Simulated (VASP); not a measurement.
A VASP calculation is set up with these files.

INCAR:
```
SYSTEM = Sn6Ge2
PREC = Accurate
ENCUT = 400
EDIFF = 1E-6
NELM = 100
ALGO = Normal
LREAL = .FALSE.
LASPH = .TRUE.
ISMEAR = 1
SIGMA = 0.1
GGA = PE
LMAXMIX = 4
LWAVE = .FALSE.
LCHARG = .FALSE.
IBRION = 2
ISIF = 3
NSW = 60
EDIFFG = -0.02
```

File KPOINTS:
```
kpoints
0
G
5 5 5
0 0 0
```

POSCAR:
```
Sn6Ge2
1.0
  6.4341431045   0.0076491453   0.0076491453
  0.0076491453   6.4341431045   0.0076491453
  0.0076491453   0.0076491453   6.4341431045
Sn Ge
6 2
Cartesian
  0.0741101459   6.3874288275   6.3874288275
  1.5535484935   1.6667237711   1.6667237711
  3.1741818479   3.2873571255   6.3874288275
  4.8876198960   4.7744446184   1.6743729164
  3.1741818479   6.3874288275   3.2873571255
  4.8876198960   1.6743729164   4.7744446184
  0.0637940634   3.2770410430   3.2770410430
  1.5638645760   4.7771115556   4.7771115556
```

POTCAR, in this order: Sn_d Ge_d (PBE.64 set). Program: vasp_std.

Question: Translate this PBE calculation to Ansatz.

Answer: One equivalent input (not run):
Ansatz 0.2 input:
```yaml
crystal:
  lattice:
    - [6.4341431, 0.0076491, 0.0076491]
    - [0.0076491, 6.4341431, 0.0076491]
    - [0.0076491, 0.0076491, 6.4341431]
  atoms:
    - { symbol: Sn, position: [0.0091607, 0.9915499, 0.9915499] }
    - { symbol: Sn, position: [0.2408393, 0.2584501, 0.2584501] }
    - { symbol: Sn, position: [0.4915499, 0.5091607, 0.9915499] }
    - { symbol: Sn, position: [0.7584501, 0.7408393, 0.2584501] }
    - { symbol: Sn, position: [0.4915499, 0.9915499, 0.5091607] }
    - { symbol: Sn, position: [0.7584501, 0.2584501, 0.7408393] }
    - { symbol: Ge, position: [0.0087054, 0.5087054, 0.5087054] }
    - { symbol: Ge, position: [0.2412946, 0.7412946, 0.7412946] }
kpoints:
  mp_grid: { grid: [5, 5, 5] }
hamiltonian:
  xc: pbe
  pseudopotentials: { kind: paw }
scf:
  occupations: { method: methfessel_paxton, width: 0.1 }
  max_iter: 100
relax:
  max_steps: 60
  f_tol: 0.02
  cell: {}
output: { forces: true, stress: true, eigenvalues: true }
```
What does not carry over: each code has its own PAW files, so the cut-off isn't converted (ENCUT is set for VASP's; basis.ecutwfc is left out, and Ansatz then takes the one that its files recommend); Ansatz stops its SCF on the density residual and VASP on the energy change (EDIFF).

The structure was generated: Sn6Ge2 was put into an ordered model structure (R-3m), which need not be its known phase. This run relaxes it. Symmetry was kept, so distortions that lower it aren't found. The start is the result of an earlier pass.
